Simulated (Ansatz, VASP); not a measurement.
Two plane-wave programs on RbZn

```
CELL_PARAMETERS angstrom
0.00000 4.07352 4.07352
4.07352 0.00000 4.07352
4.07352 4.07352 0.00000
ATOMIC_POSITIONS crystal
Rb 0.00000 0.00000 0.00000
Zn 0.75000 0.75000 0.75000
```

Alike in both runs: functional PBE; k mesh 6 × 6 × 6; occupations gaussian, width 0.1 eV; no spin polarisation.

Ansatz relaxed the structure, and its values are those at the end. VASP's run is a single point on that final structure, the one shown.

|  | VASP | Ansatz |
| --- | --- | --- |
| version | VASP 6.6.1 | Ansatz 0.2.0 |
| potentials or method | VASP PAW PBE potentials, release 64 (Rb_sv, Zn) | scalar-relativistic, plane waves, PAW |
| plane-wave cutoff (eV) | 520 | 420 |
| valence electrons in the cell | 21 | 21 |

|  | VASP | Ansatz | Ansatz less VASP |
| --- | --- | --- | --- |
| gap on the k mesh at the Fermi level (eV) | none | none | - |
| pressure (GPa) | 0.1 | 0.1 | -0.01 |

A gap of «none» marks a metal or a gap that the smearing closes. The functional is the same, so the differences come from potentials, cutoffs and numerics.
